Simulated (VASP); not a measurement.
Crystal: Sb.

```
Sb
1.0
     2.15420    1.24373    3.75800
    -2.15420    1.24373    3.75800
     0.00000   -2.48746    3.75800
Sb
2
Direct
  0.23349 0.23349 0.23349
  0.76651 0.76651 0.76651
```

```yaml
Program: VASP 6.6.1
Task: relaxation of cell and atoms
Functional: RPBE
Potentials_or_basis: VASP PAW PBE potentials, release 64 (Sb)
Cutoff: 600 eV
k_mesh: 12 × 12 × 10
Occupations: methfessel-paxton, width 0.1 eV
Spin: no spin polarisation
```

At the start: pressure 4.1 GPa; volume 30.21 Å³/atom.

**Question.** Where does the relaxation end?

**Answer.** Over 11 steps the energy falls by 30.2 meV/atom and the volume is 33.28 Å³/atom (+10.2 %); space group R-3m (No. 166, to 0.05 Å).

Step by step:
```csv
step,energy change (eV),largest force (eV/Å),pressure (GPa),volume (Å³)
1,0.0000,0.2742,4.10,60.41
2,-0.0338,0.3627,-1.85,67.43
3,-0.0527,0.1445,0.10,64.62
4,-0.0547,0.1135,0.07,64.87
5,-0.0583,0.0122,0.06,65.62
6,-0.0541,0.2230,0.15,67.12
7,-0.0587,0.0449,0.07,65.97
8,-0.0601,0.0048,-0.10,66.47
9,-0.0602,0.0191,-0.20,66.76
10,-0.0600,0.0289,0.30,66.29
11,-0.0605,0.0008,0.00,66.56
```

Final structure:
```yaml
crystal:
  lattice:
    - [2.19844, 1.26927, 3.97571]
    - [-2.19844, 1.26927, 3.97571]
    - [0.00000, -2.53854, 3.97571]
  atoms:
    - { symbol: Sb, position: [0.23081, 0.23081, 0.23081] }
    - { symbol: Sb, position: [0.76919, 0.76919, 0.76919] }
```

Caveat: the PAW data sets were made with another functional, which shifts forces and pressure a little; the volume moved by +10 % from the deposited cell, more than functionals usually miss.
